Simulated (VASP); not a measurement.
# GePtO3 (P1) in VASP: density of states with LDA

Aim: the density of states of GePtO3 with LDA.

All numbers are computed with VASP 6.6.1; they aren't measurements. Logs are shortened: lines on timing, memory, paths and dates and some standing lists are left out, and cuts for length are marked.

**1. Starting point**

The typed cell holds 10 atoms: a = 4.801 Å, b = 8.425 Å, c = 2.921 Å, α = 89.81°, β = 89.98°, γ = 89.91°.

The cell was built by a generator and needn't be a form met in nature.

**2. Density of states, LDA**

POSCAR reads:

```
GePtO3
1.0
    4.8008585400      0.0036682900      0.0008685500
    0.0064591200      8.4247543500      0.0137452000
    0.0005308300      0.0047725400      2.9207744200
O Ge Pt
6 2 2
Direct
    0.8483040000      0.2561250000      0.9726680000
    0.1197390000      0.7569650000      0.9934540000
    0.2743560000      0.0926700000      0.4746290000
    0.7093760000      0.9126590000      0.4938510000
    0.2929460000      0.4134810000      0.5330910000
    0.7196700000      0.5909890000      0.5215000000
    0.0702520000      0.2541780000      0.5209490000
    0.9166210000      0.7467340000      0.4840320000
    0.4980920000      0.9947860000      0.9697360000
    0.5209210000      0.4998080000      0.9864100000
```

INCAR.step1 reads:

```
SYSTEM = GePtO3
  PREC = Accurate
  ENCUT = 520
  EDIFF = 1E-6
  ISMEAR = -1
  SIGMA = 0.1
  LREAL = .False.
  LASPH = .True.
  NELM = 100
  ALGO = Fast
  ISIF = 2
  LWAVE = .False.
  LCHARG = .True.
  LMAXMIX = 4
  GGA = CA
  NBANDS = 53
```

KPOINTS.step1 reads:

```
Automatic mesh
0
Gamma
  4 2 6
  0.5 0.5 0
```

INCAR.step2 reads:

```
SYSTEM = GePtO3
  PREC = Accurate
  ENCUT = 520
  EDIFF = 1E-6
  ISMEAR = -5
  SIGMA = 0.1
  LREAL = .False.
  LASPH = .True.
  NELM = 100
  ALGO = Fast
  ISIF = 2
  LWAVE = .False.
  LCHARG = .False.
  LMAXMIX = 4
  GGA = CA
  LORBIT = 10
  NBANDS = 53
  NEDOS = 1001
  ICHARG = 11
```

KPOINTS.step2 reads:

```
Automatic mesh
0
Gamma
  6 3 9
  0 0 0
```

Potentials or basis: VASP PAW LDA potentials, release 64 (O, Ge_d, Pt).

Run with:

```console
$ cat potpaw_LDA.64/O/POTCAR potpaw_LDA.64/Ge_d/POTCAR potpaw_LDA.64/Pt/POTCAR > POTCAR
$ cp INCAR.step1 INCAR
$ cp KPOINTS.step1 KPOINTS
$ mpirun -np 1 vasp_std > vasp.out
$ cp INCAR.step2 INCAR
$ cp KPOINTS.step2 KPOINTS
$ mpirun -np 1 vasp_std > vasp.out
```

OUTCAR:

```text
SYSTEM = GePtO3
   PREC = Accurate
   ENCUT = 520
   EDIFF = 1E-6
   ISMEAR = -5
   LREAL = .False.
   LASPH = .True.
   NELM = 100
   ISIF = 2
   GGA = CA
   LORBIT = 10
   ICHARG = 11

 ion  position               nearest neighbor table
   1  0.848  0.256  0.973-   7 1.70   7 1.92  10 2.58
   2  0.120  0.757  0.993-   8 1.73   8 1.78   9 2.71
   3  0.274  0.093  0.475-   7 1.68   9 1.98   9 2.00
   4  0.709  0.913  0.494-   8 1.71   9 1.86   9 1.96
   5  0.293  0.413  0.533-   7 1.72  10 1.87  10 2.07
   6  0.720  0.591  0.522-   8 1.62  10 1.83  10 1.99
   7  0.070  0.254  0.521-   3 1.68   1 1.70   5 1.72   1 1.92
   8  0.917  0.747  0.484-   6 1.62   4 1.71   2 1.73   2 1.78  10 3.17  10 3.18
   9  0.498  0.995  0.970-   4 1.86   4 1.96   3 1.98   3 2.00   2 2.71
  10  0.521  0.500  0.986-   6 1.83   5 1.87   6 1.99   5 2.07   1 2.58   8 3.17   8 3.18

  LATTYP: Found a triclinic cell.
 ALAT       =     8.4247680389
 B/A-ratio  =     0.3466894701
 C/A-ratio  =     0.5698507066
 COS(alpha) =     0.0003639064
 COS(beta)  =     0.0015310661
 COS(gamma) =     0.0032656531

  Lattice vectors:

 A1 = (   0.0064591200,   8.4247543500,   0.0137452000)
 A2 = (   0.0005308300,   0.0047725400,   2.9207744200)
 A3 = (   4.8008585400,   0.0036682900,   0.0008685500)

Analysis of symmetry for initial positions (statically):
=====================================================================
 Subroutine PRICEL returns:
 Original cell was already a primitive cell.

 Routine SETGRP: Setting up the symmetry group for a
 triclinic supercell.

 Subroutine GETGRP returns: Found  1 space group operations
 (whereof  1 operations were pure point group operations)
 out of a pool of  2 trial point group operations.

The static configuration has the point symmetry C_1 .

Analysis of symmetry for dynamics (positions and initial velocities):
=====================================================================
 Subroutine PRICEL returns:
 Original cell was already a primitive cell.

 Routine SETGRP: Setting up the symmetry group for a
 triclinic supercell.

 Subroutine GETGRP returns: Found  1 space group operations
 (whereof  1 operations were pure point group operations)
 out of a pool of  2 trial point group operations.

The dynamic configuration has the point symmetry C_1 .

 Subroutine INISYM returns: Found  1 space group operations
 (whereof  1 operations are pure point group operations),
 and found     1 'primitive' translations

----------------------------------------------------------------------------------------

                                     Primitive cell

  volume of cell :     118.1334

  direct lattice vectors                    reciprocal lattice vectors
     4.800858540  0.003668290  0.000868550     0.208296206 -0.000159636 -0.000037596
     0.006459120  8.424754350  0.013745200    -0.000090661  0.118698209 -0.000193936
     0.000530830  0.004772540  2.920774420    -0.000061514 -0.000558548  0.342375875

  length of vectors
     4.800860020  8.424768039  2.920778367     0.208296270  0.118698402  0.342376336

  position of ions in fractional coordinates (direct lattice)
     0.848304000  0.256125000  0.972668000
     0.119739000  0.756965000  0.993454000
     0.274356000  0.092670000  0.474629000
     0.709376000  0.912659000  0.493851000
     0.292946000  0.413481000  0.533091000
     0.719670000  0.590989000  0.521500000
     0.070252000  0.254178000  0.520949000
     0.916621000  0.746734000  0.484032000
     0.498092000  0.994786000  0.969736000
     0.520921000  0.499808000  0.986410000

  ion indices of the primitive-cell ions
   primitive index   ion index
                 1           1
                 2           2
                 3           3
                 4           4
                 5           5
                 6           6
                 7           7
                 8           8
                 9           9
                10          10

----------------------------------------------------------------------------------------

 KPOINTS: Automatic mesh

Automatic generation of k-mesh.
 Grid dimensions read from file:
 generate k-points for:    6    3    9

 Generating k-lattice:

  Cartesian coordinates                     Fractional coordinates (reciprocal lattice)
     0.034716034 -0.000026606 -0.000006266     0.166666667  0.000000000  0.000000000
    -0.000030220  0.039566070 -0.000064645    -0.000000000  0.333333333 -0.000000000
    -0.000006835 -0.000062061  0.038041764     0.000000000 -0.000000000  0.111111111

  Length of vectors
     0.034716045  0.039566134  0.038041815

  Shift w.r.t. Gamma in fractional coordinates (k-lattice)
     0.000000000  0.000000000  0.000000000

 TETIRR: Found    484 inequivalent tetrahedra from      972

 Subroutine IBZKPT returns following result:
 ===========================================

 Found     82 irreducible k-points:

 Following reciprocal coordinates:
            Coordinates               Weight
  0.000000  0.000000  0.000000      1.000000
  0.166667 -0.000000 -0.000000      2.000000
  0.333333 -0.000000  0.000000      2.000000
  0.500000 -0.000000  0.000000      1.000000
  0.000000  0.333333  0.000000      2.000000
  0.166667  0.333333  0.000000      2.000000
[... 16 lines left out ...]
  0.000000 -0.333333  0.111111      2.000000
  0.166667 -0.333333  0.111111      2.000000
 [... further k-points ...]
   k-points           NKPTS =     82   k-points in BZ     NKDIM =     82   number of bands    NBANDS=     53
   number of dos      NEDOS =   1001   number of ions     NIONS =     10
   total plane-waves  NPLWV =  55296
   dimension x,y,z NGX =    36 NGY =   64 NGZ =   24
   dimension x,y,z NGXF=    72 NGYF=  128 NGZF=   48
   ions per type =               6   2   2
   NGX,Y,Z   is equivalent  to a cutoff of  12.47, 12.63, 13.66 a.u.
   NGXF,Y,Z  is equivalent  to a cutoff of  24.93, 25.26, 27.32 a.u.
 SYSTEM =  GePtO3
   PREC   = accura    normal or accurate (medium, high low for compatibility)
   ISTART =      0    job   : 0-new  1-cont  2-samecut
   ICHARG =     11    charge: 1-file 2-atom 10-const
   ISPIN  =      1    spin polarized calculation?
   LNONCOLLINEAR =      F non collinear calculations
   LSORBIT =      F    spin-orbit coupling
   LASPH  =      T    aspherical Exc in radial PAW
   ENCUT  =  520.0 eV  38.22 Ry    6.18 a.u.   8.93 15.66  5.43*2*pi/ulx,y,z
   NELM   =    100;   NELMIN=  2; NELMDL=  0     # of ELM steps
   EDIFF  = 0.1E-05   stopping-criterion for ELM
   LREAL  =      F    real-space projection
[... 7 lines left out ...]
   TEBEG  =    0.0;   TEEND  =   0.0 temperature during run
   PSTRESS=    0.0 pullay stress
   NELECT =      84.0000    total number of electrons
   NUPDOWN=      -1.0000    fix difference up-down
   EMIN   =  10.00;   EMAX   =-10.00  energy-range for DOS
   EFERMI =   0.00;   METHOD = LEGACY
   ISMEAR =    -5;   SIGMA  =   0.10  broadening in eV -4-tet -1-fermi 0-gaus
   EFERMI_NEDOS =   21; number of points for ismear=-14 and -15
   IALGO  =     68    algorithm
   IMIX   =      4    mixing-type and parameters
     AMIX     =   0.40;   BMIX     =  1.00
     AMIX_MAG =   1.60;   BMIX_MAG =  1.00
  volume/ion in A,a.u.               =      11.81        79.72
  Fermi-wavevector in a.u.,A,eV,Ry     =   1.461202  2.761272 29.049964  2.135112
  Thomas-Fermi vector in A             =   2.577562
   LORBIT       =     10    0 simple, 1 ext, 2 COOP (PROOUT), +10 PAW based schemes
   GGA     = CA    functional components
   LHFCALC =     F    Hartree Fock is set to
   AEXX    =    0.0000 exact exchange contribution
   IVDW    =     0    specifies the selected vdW correction
   LEPSILON=     F    determine dielectric tensor
   LRPA    =     F    only Hartree local field effects (RPA)
 non-spin polarized calculation
 RMM-DIIS sequential band-by-band and
 Fermi weights with tetrahedron method with Bloechl corrections
  energy-cutoff  :      520.00
  volume of cell :      118.13
 maximum number of plane-waves:      3215

 number of electron      83.9999976 magnetization

 Free energy of the ion-electron system (eV)
  ---------------------------------------------------
  ext. energy  EPLUGINS =         0.00000000
  ---------------------------------------------------
  free energy    TOTEN  =       -66.43752887 eV

  energy without entropy =      -66.43752887  energy(sigma->0) =      -66.43752887

 E-fermi :   6.5712     XC(G=0): -11.7795

 val. band max:        6.5451319122   @ k =   0.5000  -0.0000   0.0000
 cond. band min:       7.2000566221   @ k =   0.1667  -0.0000  -0.0000
 fundamental gap:      0.6549247099
 Fermi energy:         6.5712005736

 k-point     1 :       0.0000    0.0000    0.0000
  band No.  band energies     occupation
      1     -20.3243      2.00000
      2     -20.1675      2.00000
      3     -20.1308      2.00000
      4     -20.0554      2.00000
      5     -19.8670      2.00000
      6     -19.8332      2.00000
[... 45 lines left out ...]
     52      14.0586      0.00000
     53      15.1835      0.00000
[... 1286 lines left out ...]
     52      13.9792      0.00000
     53      14.9929      0.00000

 [... further k-points ...]

------------------------ aborting loop because EDIFF is reached ----------------------------------------

  FORCE on cell =-STRESS in cart. coord.  units (eV):
  Direction    XX          YY          ZZ          XY          YZ          ZX
  --------------------------------------------------------------------------------------
  -------------------------------------------------------------------------------------
  Total       14.4085870     19.7942525     21.2411105      2.6839341      0.7450844     -5.2732640
  in kB      195.4156002    268.4583655    288.0812915     36.4006963     10.1051626    -71.5183274
  external PRESSURE =     250.6517524 kB  Pullay stress =       0.0000000 kB

 VOLUME and BASIS-vectors are now :
 -----------------------------------------------------------------------------
  energy-cutoff  :      520.00
  volume of cell :      118.13
      direct lattice vectors                 reciprocal lattice vectors
     4.800858540  0.003668290  0.000868550     0.208296206 -0.000159636 -0.000037596
     0.006459120  8.424754350  0.013745200    -0.000090661  0.118698209 -0.000193936
     0.000530830  0.004772540  2.920774420    -0.000061514 -0.000558548  0.342375875

 POSITION                                       TOTAL-FORCE (eV/Angst)
 -----------------------------------------------------------------------------------
      4.07476      2.16554      2.84520         1.153692     -0.104763      2.855856
      0.58027      6.38242      2.91216        -0.613332     -0.238848     -0.431851
      1.31799      0.78399      1.38780         0.601624     -1.987270     -0.482174
      3.41177      7.69389      1.45559         1.254559      0.155021     -2.044421
      1.40935      3.48709      1.56298        -0.734226      0.537377     -3.211025
      3.45913      4.98407      1.53193        -0.017162     -2.389810     -3.087819
      0.33919      2.14413      1.52513        -1.931886      0.390450     -2.487281
      4.40565      6.29672      1.42481         3.722708      2.798776      0.487906
      2.39821      8.38728      2.84649        -1.610692      1.464792      2.262602
      2.50462      4.21738      2.88840        -1.825285     -0.625725      6.138205
 -----------------------------------------------------------------------------------
    total drift:                               -0.000269     -0.000501     -0.002360

  FREE ENERGIE OF THE ION-ELECTRON SYSTEM (eV)
  ---------------------------------------------------
  free  energy   TOTEN  =       -66.4375288733 eV

  energy  without entropy=      -66.4375288733  energy(sigma->0) =      -66.43752887

 total charge

# of ion       s       p       d       tot
------------------------------------------
    1        1.585   3.424   0.000   5.009
    2        1.575   3.469   0.000   5.044
    3        1.533   3.562   0.000   5.095
    4        1.535   3.579   0.000   5.114
    5        1.534   3.560   0.000   5.094
    6        1.537   3.640   0.000   5.177
    7        1.010   1.389  10.520  12.919
    8        1.015   1.479  10.596  13.089
    9        0.685   0.662   8.265   9.611
   10        0.707   0.697   8.315   9.719
--------------------------------------------------
tot         12.716  25.460  37.695  75.871
```

Run time: 9.1 min. Hardware: 1 thread of Intel Xeon Platinum 8259CL at 2.50GHz (Skylake/Cascade Lake), shared host; peak memory 0.48 GiB.

Results:

- Valence electrons inside the program's atomic spheres: O 5.01, 5.04, 5.09, 5.11, 5.18; Ge 12.92, 13.09; Pt 9.61, 9.72

States per cell in windows of 1 eV (zero at the valence-band top; states under -8 eV left out):
| from (eV) | total | Pt9_d | Pt10_d | O1_p | O2_p | O3_p | O5_p |
| --- | --- | --- | --- | --- | --- | --- | --- |
| -8.0 | 3.82 | 0.19 | 0.23 | 0.24 | 0.21 | 0.32 | 0.34 |
| -7.0 | 6.69 | 0.45 | 0.48 | 0.48 | 0.49 | 0.61 | 0.69 |
| -6.0 | 7.90 | 0.51 | 0.49 | 0.96 | 0.99 | 0.71 | 0.72 |
| -5.0 | 5.39 | 0.25 | 0.21 | 0.96 | 0.97 | 0.58 | 0.32 |
| -4.0 | 0.01 | 0.00 | 0.00 | 0.00 | 0.00 | 0.00 | 0.00 |
| -3.0 | 3.15 | 1.03 | 1.24 | 0.03 | 0.04 | 0.07 | 0.11 |
| -2.0 | 7.33 | 2.73 | 2.73 | 0.07 | 0.07 | 0.20 | 0.22 |
| -1.0 | 5.80 | 2.05 | 1.61 | 0.17 | 0.11 | 0.20 | 0.19 |
| 0.0 | 0.15 | 0.02 | 0.02 | 0.01 | 0.00 | 0.00 | 0.00 |
| 1.0 | 3.31 | 0.64 | 0.71 | 0.17 | 0.11 | 0.08 | 0.09 |
| 2.0 | 1.94 | 0.43 | 0.32 | 0.06 | 0.05 | 0.10 | 0.10 |
| 3.0 | 1.70 | 0.10 | 0.09 | 0.13 | 0.08 | 0.07 | 0.08 |
| 4.0 | 2.89 | 0.10 | 0.12 | 0.15 | 0.13 | 0.08 | 0.10 |
| 5.0 | 3.87 | 0.09 | 0.11 | 0.19 | 0.21 | 0.12 | 0.13 |
| 6.0 | 3.68 | 0.07 | 0.07 | 0.12 | 0.16 | 0.13 | 0.11 |
| 7.0 | 3.10 | 0.07 | 0.07 | 0.11 | 0.13 | 0.09 | 0.10 |

The run has no spin-orbit coupling, so splittings on Pt are missing.
